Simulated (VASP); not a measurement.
Input for VASP

**KPOINTS**
```
Automatic mesh
0
Gamma
6 6 6
0 0 0
```

**INCAR**
```
! general
SYSTEM  =InSb
PREC    =Accurate
ENCUT   =520   ! plane-wave cut-off (eV)
LREAL   =.FALSE.   ! projection in real space or not
LASPH   =.TRUE.   ! aspherical one-centre terms

! electronic loop
EDIFF   =1E-6   ! SCF stop (eV)
NELM    =100   ! most electronic steps
ALGO    =Normal   ! blocked Davidson
LMAXMIX =4   ! l cut-off of mixed one-centre charges
LMIXTAU =.TRUE.

! smearing
ISMEAR  =0   ! Gaussian
SIGMA   =0.05

! functional
METAGGA =R2SCAN
LUSE_VDW=.TRUE.
BPARAM  =11.95
CPARAM  =0.0093

! ions
IBRION  =2
NSW     =60   ! most ionic steps
ISIF    =3   ! ions, shape and volume
EDIFFG  =-0.01

! output
LWAVE   =.FALSE.
LCHARG  =.FALSE.
```

### POSCAR
```
InSb
1
    0.0000000000     3.2400000000     3.2400000000
    3.2400000000     0.0000000000     3.2400000000
    3.2400000000     3.2400000000     0.0000000000
In Sb
1 1
Direct
  0.0000000000   0.0000000000   0.0000000000
  0.2500000000   0.2500000000   0.2500000000
```

POTCAR, in this order: In_d Sb (PBE.64 set). Program: vasp_std.

Problem. Write an equivalent input for Ansatz.

Solution. One equivalent input (not run):
Ansatz 0.2 input:
```yaml
crystal:
  lattice:
    - [0.0000000, 3.2400000, 3.2400000]
    - [3.2400000, 0.0000000, 3.2400000]
    - [3.2400000, 3.2400000, 0.0000000]
  atoms:
    - { symbol: In, position: [0.0000000, 0.0000000, 0.0000000] }
    - { symbol: Sb, position: [0.2500000, 0.2500000, 0.2500000] }
kpoints:
  mp_grid: { grid: [6, 6, 6] }
hamiltonian:
  xc: r2scan
  dispersion: rvv10
  pseudopotentials: { kind: paw }
scf:
  occupations: { method: gaussian, width: 0.05 }
  max_iter: 100
relax:
  max_steps: 60
  f_tol: 0.01
  cell: {}
output: { forces: true, stress: true, eigenvalues: true }
```
The two are equivalent in intent, not identical: each code has its own PAW files, so the cut-off isn't converted (ENCUT is set for VASP's; basis.ecutwfc is left out, and Ansatz then takes the one that its files recommend); Ansatz stops its SCF on the density residual and VASP on the energy change (EDIFF).

The compound is InSb in the zinc blende structure. This run relaxes it. Symmetry was kept, so distortions that lower it aren't found.
